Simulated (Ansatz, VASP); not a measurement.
## SiGe: VASP beside Ansatz

Wanted: the spread between two codes on one cell, functional and k mesh. The cell is generated by rule, not measured, and may not be a known phase. The cell is taken from a series of runs on this material, whose earlier steps may have relaxed, scaled, displaced or heated it; both programs get it as it stands.

Main program and level: Ansatz 0.2.0; plane waves, with VASP 6.6.1 beside it; single point at PBEsol.

The structure was built from a prototype and need not be the compound's stable phase.

## Step 1: The structure

The structure is hexagonal, space group P6_3/mmc (No. 194). Conventional cell: a = 3.402 Å, b = 3.402 Å, c = 5.443 Å, α = 90.00°, β = 90.00°, γ = 120.00°. Nearest to Ge lie 6 Si at 2.39 Å. Si has 6 Ge at 2.39 Å nearest. Farther neighbours are not listed.

## Step 2: VASP: single point, PBEsol

With cell and atoms fixed, the geometry can't cause a difference; cores, projectors, grids and the points listed under the comparison can.

Lines of VASP's logs that name or quote its potential files are left out, and so is its time.

The input, INCAR:

```
SYSTEM = SiGe
PREC = Accurate
ENCUT = 500
EDIFF = 1E-06
NELM = 120
ISMEAR = 0
SIGMA = 0.1
LREAL = .FALSE.
ALGO = Normal
GGA = PS
NBANDS = 24
LORBIT = 11
LWAVE = .FALSE.
LCHARG = .FALSE.
ISIF = 2
LASPH = .TRUE.
GGA_COMPAT = .FALSE.
```

The input, POSCAR:

```
SiGe
1.0
    3.4020300000      0.0000000000      0.0000000000
   -1.7010200000      2.9462500000      0.0000000000
    0.0000000000      0.0000000000      5.4432500000
Ge Si
2 2
Direct
    0.0000000000      0.0000000000      0.0000000000
    0.0000000000      0.0000000000      0.5000000000
    0.3333333333      0.6666666667      0.2500000000
    0.6666666667      0.3333333333      0.7500000000
```

The input, KPOINTS:

```
Automatic mesh
0
Gamma
6 6 4
0 0 0
```

Potentials, in the order of the species: Ge_d and Si (PBE family, release 64).

Launch:

```sh
$ mpirun -np 1 vasp_std
```

Numbers of over 12 decimals in the logs are rounded to 6 here.

What it wrote:

```text
[banner, memory and clock lines left out]
running    1 mpi-ranks, on    1 nodes
 distrk:  each k-point on    1 cores,    1 groups
 distr:  one band on    1 cores,    1 groups

 POSCAR found type information on POSCAR GeSi
 POSCAR found :  2 types and       4 ions
|                                                                             |
|               ----> ADVICE to this user running VASP <----                  |
|                                                                             |
|     You enforced a specific xc type in the INCAR file but a different       |
|     [... a line on the potential file left out ...]
|     I HOPE YOU KNOW WHAT YOU ARE DOING!                                     |
|                                                                             |

 LDA part: xc-table for (Slater+PW92), standard interpolation
 POSCAR, INCAR and KPOINTS ok, starting setup
 FFT: planning ... GRIDC
 FFT: planning ... GRID_SOFT
 FFT: planning ... GRID
 WAVECAR not read
 entering main loop
       N       E                     dE             d eps       ncg     rms          rms(c)
DAV:   1     0.246148011222E+03    0.24615E+03   -0.17182E+04  1192   0.367E+03
DAV:   2     0.171150159367E+02   -0.22903E+03   -0.22135E+03  1032   0.666E+02
DAV:   3    -0.174563008855E+02   -0.34571E+02   -0.34255E+02  1232   0.149E+02
DAV:   4    -0.185016400119E+02   -0.10453E+01   -0.10359E+01  1176   0.295E+01
DAV:   5    -0.185235299439E+02   -0.21890E-01   -0.21888E-01  1304   0.454E+00    0.678E+00
DAV:   6    -0.183540861816E+02    0.16944E+00   -0.61549E-02  1400   0.389E+00    0.387E+00
DAV:   7    -0.182685153636E+02    0.85571E-01   -0.65170E-02  1400   0.296E+00    0.232E-01
DAV:   8    -0.182679471749E+02    0.56819E-03   -0.61568E-03  1376   0.127E+00    0.980E-02
DAV:   9    -0.182679130859E+02    0.34089E-04   -0.23601E-04  1464   0.199E-01    0.254E-02
DAV:  10    -0.182679140834E+02   -0.99752E-06   -0.19132E-05  1208   0.341E-02    0.135E-02
DAV:  11    -0.182679149392E+02   -0.85573E-06   -0.14879E-06   976   0.925E-03
   1 F= -.18267915E+02 E0= -.18258132E+02  d E =-.195667E-01
```

Parts of OUTCAR (step 2):

```text
ion  position               nearest neighbor table
   1  0.000  0.000  0.000-   4 2.39   3 2.39   4 2.39   3 2.39   4 2.39   3 2.39   2 2.72   2 2.72

  LATTYP: Found a hexagonal cell.
 ALAT       =     3.4020300000
 C/A-ratio  =     1.6000005879

 Subroutine GETGRP returns: Found 24 space group operations
 (whereof 12 operations were pure point group operations)

The static configuration has the point symmetry D_3d.
 The point group associated with its full space group is D_6h.

 Found     21 irreducible k-points:

   k-points           NKPTS =     21   k-points in BZ     NKDIM =     21   number of bands    NBANDS=     24

   dimension x,y,z NGX =    28 NGY =   28 NGZ =   40
   dimension x,y,z NGXF=    56 NGYF=   56 NGZF=   80

   ENCUT  =  500.0 eV  36.75 Ry    6.06 a.u.   6.20  6.20  9.92*2*pi/ulx,y,z

   NELECT =      36.0000    total number of electrons

 k-points in reciprocal lattice and weights: Automatic mesh
   0.00000000  0.00000000  0.00000000       0.007
   0.16666667  0.00000000  0.00000000       0.042
   0.33333333 -0.00000000  0.00000000       0.042
   0.50000000  0.00000000  0.00000000       0.021
   0.16666667  0.16666667  0.00000000       0.042
   0.33333333  0.16666667  0.00000000       0.083
   0.33333333  0.33333333  0.00000000       0.014
   0.00000000  0.00000000  0.25000000       0.014
   0.16666667  0.00000000  0.25000000       0.083
[...]
0.33333333  0.16666667  0.50000000       0.083
   0.33333333  0.33333333  0.50000000       0.014

 average (electrostatic) potential at core
       1 -68.5150       2 -68.5150       3 -78.8517       4 -78.8517

 E-fermi :  10.9049

 k-point     1 :       0.0000    0.0000    0.0000
  band No.  band energies     occupation
    ...
     11      -5.2510      2.00000
     12      -0.3518      2.00000
     13      -0.1130      2.00000
     14       9.4477      2.00000
     15       9.4477      2.00000
     16      11.7587      0.00000
     17      11.7587      0.00000
     18      12.0113      0.00000
     19      13.2308      0.00000
     20      14.0847      0.00000
    ...

 k-point     2 :       0.1667    0.0000    0.0000
  band No.  band energies     occupation
    ...
     13       0.3346      2.00000
     14       6.3044      2.00000
     15       8.2585      2.00000
     16       9.9413      2.00000
     17      10.8958      1.10238
     18      12.4335      0.00000
     19      12.5167      0.00000
     20      12.9891      0.00000
     21      13.1815      0.00000
     22      15.4163      0.00000
    ...

 k-point     3 :       0.3333   -0.0000    0.0000
  band No.  band energies     occupation
    ...
     13       1.4233      2.00000
     14       2.7028      2.00000
     15       7.0273      2.00000
     16       7.0944      2.00000
     17       7.1055      2.00000
     18      11.0420      0.05242
     19      11.7276      0.00000
     20      12.1348      0.00000
     21      12.8339      0.00000
     22      14.5191      0.00000
    ...

  Total       13.1869109     13.1869610     16.5717507     -0.0000224      0.0000000      0.0000000
  in kB      387.2466226    387.2480935    486.6457765     -0.0006572      0.0000000      0.0000000
  external PRESSURE =     420.3801642 kB  Pullay stress =       0.0000000 kB

  energy-cutoff  :      500.00
  volume of cell :       54.56
      direct lattice vectors                 reciprocal lattice vectors
     3.402030000  0.000000000  0.000000000     0.293942146  0.169707754  0.000000000
    -1.701020000  2.946250000  0.000000000     0.000000000  0.339414510  0.000000000
     0.000000000  0.000000000  5.443250000     0.000000000  0.000000000  0.183713774

 POSITION                                       TOTAL-FORCE (eV/Angst)
 -----------------------------------------------------------------------------------
      0.00000      0.00000      0.00000         0.000000      0.000000      0.000000
      0.00000      0.00000      2.72162         0.000000      0.000000      0.000000
     -0.00000      1.96417      1.36081         0.000000      0.000000     -0.000000
      1.70101      0.98208      4.08244        -0.000000     -0.000000     -0.000000
 -----------------------------------------------------------------------------------
    total drift:                               -0.000000      0.000000     -0.000000

  FREE ENERGIE OF THE ION-ELECTRON SYSTEM (eV)
  ---------------------------------------------------
  free  energy   TOTEN  =       -18.2679149392 eV

  energy  without entropy=      -18.2483482198  energy(sigma->0) =      -18.25813158

 total charge
# of ion       s       p       d       tot
------------------------------------------
    1        1.173   1.408  10.159  12.740
    2        1.173   1.408  10.159  12.740
    3        0.827   0.905   0.000   1.732
    4        0.827   0.905   0.000   1.732
--------------------------------------------------
tot          4.000   4.626  20.318  28.944

[... 3 further parts left out ...]
```

The run ends at a pressure of 42.04 GPa.

## Step 3: Ansatz: single point, PBEsol

Ansatz runs on its default PAW (the set named soft_2) files.

The same cell, functional, mesh and smearing now go to Ansatz, which takes its cutoff from its data sets.

The input, input.yaml:

```yaml
crystal:
  lattice:
    - [3.40203, 0.0, 0.0]
    - [-1.70102, 2.94625, 0.0]
    - [0.0, 0.0, 5.44325]
  atoms:
    - { symbol: Ge, position: [0.0, 0.0, 0.0] }
    - { symbol: Ge, position: [0.0, 0.0, 0.5] }
    - { symbol: Si, position: [0.333333, 0.666667, 0.25] }
    - { symbol: Si, position: [0.666667, 0.333333, 0.75] }
kpoints:
  mp_grid: { grid: [6, 6, 4] }
hamiltonian:
  xc: pbesol
scf:
  occupations: { method: gaussian, width: 0.1 }
output:
  forces: true
  stress: true
  eigenvalues: true
```

Launch:

```sh
$ ansatz run input.yaml --threads 4 --pin off --max-ram 7168MiB --backend cpu --events-out ev --progress --plain --runs-dir out
```

What it wrote:

```text
Warning: the atoms were moved onto the symmetric positions of the space group found under crystal.symmetry.tolerance 1.0e-5 (fractional; no operation is sought that the atoms, as they stand in a round, miss by more than twice it, and no atom is moved by as much as it), and the run uses the moved positions. Before a round's move an operation carried an atom to 3.40e-6 Å from where it should land, the largest such dist [...]
Engine: ansatz 0.2.0, aarch64-unknown-linux-gnu
Pseudopotentials: kind: paw
Pseudopotential: Ge, paw, valence charge 14, recommended cutoff 420 eV (normal), Ge.paw.azcp
Pseudopotential: Si, paw, valence charge 4, recommended cutoff 420 eV (normal), Si.paw.azcp
Functional definition: PBEsol
  exchange = pbesol_x
  correlation = pbesol_c
Crystal: 4 atoms, lattice volume = 54.559 Å³
Basis set: ecut = 420 eV, 1087 PW (Γ), exchange–correlation on 48×48×80 points (8 copies of the dense FFT grid, shifted against one another)
Bands: 22, of which v1, the nominal top of the filled ones, is band 18 counted from 1 (17 counted from 0)
Symmetry: 24 space group operations
Space group: P63/mmc (ITA 194), of the structure as read, at distance tolerance 3.8e-5 Å
k-points: 21 of 144
Non-local potential: Ge, projectors of the file, l = 0: 2, l = 1: 2, l = 2: 3, l = 3: 1
Non-local potential: Si, projectors of the file, l = 0: 2, l = 1: 2, l = 2: 2
PAW form: soft (Blöchl's): semilocal exchange-correlation on the pseudo side does not see the compensation charge
PAW frozen core: Ge, regenerated for the run's functional, and the local potential with it (the file was generated under x = pbe(κ = 0.804, μ = 0.219515), c = pbe(β = 0.066725))
PAW frozen core: Si, regenerated for the run's functional, and the local potential with it (the file was generated under x = pbe(κ = 0.804, μ = 0.219515), c = pbe(β = 0.066725))
PAW one-centre angular grid: Ge, 590 points (default); XC on 64 Gauss nodes
PAW one-centre angular grid: Si, 110 points (default); XC on 64 Gauss nodes
Initial density: superposition of atomic densities (neutral atoms: chi_scale 0, normalization atom), corrected by the library's trained network
Initial wavefunctions: pseudopotential atomic-orbital guess
Functional: x = pbesol(κ = 0.804, μ = 0.123457), c = pbesol(β = 0.046)
SCF iter   1: F=—  HF=-9746.905441 eV  |F-HF|=—  |Δ(HF+E_count)|=         —  Δρ=4.81e-3  dr2=1.41e-2  ethr=1.77e-3  ⟨swp⟩=5.3  Hψ=2083  notcnv=0
preconditioner: auto → Kerker (q_TF=auto, 2.546 Å⁻¹)  [metal: Δε(μ)=0.040 eV  Ē_g=19.360 eV  σ=0.100 eV  W_gap=0.22  n_scr=22 (ndim 8)  ℏωp=30.2 eV  f_vac=0.000  D(μ)=3.93/eV (n_scr^D=36)]
SCF iter   2: F=—  HF=-9746.899948 eV  |F-HF|=—  |Δ(HF+E_count)|=   5.49e-3  Δρ=2.88e-3  dr2=5.73e-3  ethr=3.92e-5  ⟨swp⟩=2.0  Hψ=977  notcnv=0
SCF iter   3: F=—  HF=-9746.898121 eV  |F-HF|=—  |Δ(HF+E_count)|=   1.83e-3  Δρ=3.57e-4  dr2=9.81e-5  ethr=1.59e-5  ⟨swp⟩=2.0  Hψ=623  notcnv=0
SCF iter   4: F=—  HF=-9746.898028 eV  |F-HF|=—  |Δ(HF+E_count)|=   9.32e-5  Δρ=2.45e-4  dr2=2.04e-5  ethr=2.72e-7  ⟨swp⟩=2.0  Hψ=834  notcnv=0
SCF iter   5: F=—  HF=-9746.898006 eV  |F-HF|=—  |Δ(HF+E_count)|=   2.13e-5  Δρ=8.53e-5  dr2=1.81e-6  ethr=5.65e-8  ⟨swp⟩=2.0  Hψ=837  notcnv=0
SCF iter   6: F=—  HF=-9746.898004 eV  |F-HF|=—  |Δ(HF+E_count)|=   2.07e-6  Δρ=2.92e-5  dr2=2.26e-7  ethr=5.03e-9  ⟨swp⟩=2.2  Hψ=779  notcnv=0
SCF iter   7: F=-9746.898004 eV  HF=-9746.898004 eV  |F-HF|=1.23e-8  |Δ(HF+E_count)|=   5.15e-8  Δρ=5.65e-6  dr2=9.48e-9  ethr=2.78e-10  ⟨swp⟩=4.7  Hψ=1637  notcnv=0
SCF 1 converged in 7 iterations: F = -9746.898004 eV  dr2 = 9.48e-9
  greatest PAW one-centre occupation: 0.998 electrons in one spin orbital (limit 2), on the Ge atom at site 1 (counted from 0), in its partial waves of l = 2
SCF converged after 7 iterations
Free energy (F): -9746.898004 eV
Harris-Foulkes:  -9746.898004 eV  (|F-HF|=1.23e-8)
Internal energy: -9746.878323 eV  (E = F + TS)
E sigma→0 (E₀):  -9746.888164 eV
Entropy (-TS):   -0.019681 eV (-4.920 meV/atom)
Fermi energy:    14.152520 eV
--- Per-component energies (eV) ---
  E_band       = -98.988687
  E_kinetic    = 324.358940
  E_local      = -4529.887925  (includes V_loc(G=0)·N_el)
  E_nonlocal   = 897.004201
  E_hartree    = 2038.406657
  E_xc         = -270.403684
  E_vxc        = -237.398916  (∫ρ·V_xc dr)
  E_paw        = -4955.343356  (= ΣΔE_a)
  E_vpaw       = -629.884533  (= ΣTr[D̂ρ^β])
  E_aug_tail   = 0.000445  (compensation charges beyond the density's cutoff)
  E_ewald      = -3252.912595
  E_core_change = 1.898994  (= ΣΔE_core)
  E_smearing   = -0.019681  (= −TS)
  E_closure    = -0.000000  (closes the sum)
  Σ components = -9746.898004   (vs F -9746.898004, Δ=0.00e0)
--- Forces (eV/Å), atoms counted from 1 ---
  atom   1  Ge     0.00000000     0.00000000     0.00000000
  atom   2  Ge     0.00000000     0.00000000     0.00000000
  atom   3  Si    -0.00000000    -0.00000000     0.00000000
  atom   4  Si    -0.00000000     0.00000000    -0.00000000
  max |Σ_I F_I| component: 1.48e-16 eV/Å
--- Stress (GPa, compression-positive) ---
       38.758731      -0.000000      -0.000000
       -0.000000      38.758731      -0.000000
       -0.000000      -0.000000      48.634777
  P = ⅓ Tr σ = 42.0507 GPa (420.507 kbar)
--- Band table (eV; the first three rows and the last of 21) ---
  k-point 0: bands = [... 14 lower, 12.7010, 14.9993, 14.9993, 15.2615, 16.4668, 17.3365, 17.3365, 17.8000]
  k-point 1: bands = [... 14 lower, 13.0008, 13.0008, 14.7567, 14.7567, 16.6762, 16.7593, 16.7593, 17.7023]
  k-point 2: bands = [... 14 lower, 13.8290, 13.8290, 13.8290, 13.8290, 17.0523, 17.0523, 17.0523, 17.0523]
  k-point 20: bands = [... 14 lower, 6.8043, 6.8043, 13.4399, 13.4399, 14.8150, 14.8150, 16.5156, 16.5156]
```

The run ends at a pressure of 42.05 GPa.

## Step 4: Differences

Known differences besides the potentials themselves: the cutoff is 420 eV in Ansatz and 500 eV in VASP; Ansatz makes its cores anew for this functional, VASP keeps those of its PBE data sets. Total energies have different zeros and are not compared.

Compared:

| quantity | Ansatz | VASP | difference |
| --- | --- | --- | --- |
| pressure (GPa) | 42.05 | 42.04 | +0.01 |

## Step 5: Outcome

```yaml
difference_in_pressure_single_point_pbesol: 0.013 GPa
```

**Reading.** The difference in pressure is 0.013 GPa (single point, PBEsol), within the 1 GPa picked in this series as the mark of a large difference. How closely two codes agree says nothing of how well the functional describes the real material.

[Lines on the potential files, build, host, timing and source positions are cut from VASP's logs without a mark.]

[Logs are printed without paths, hosts, clocks, repeated set-up lines and the standing remarks that a program may print on its own settings, such as how far it seeks lower states.]

[Hosts, paths, dates, database ids (printed as entryN), source tags and the programs' standing remarks are cut or masked in the printed files.]
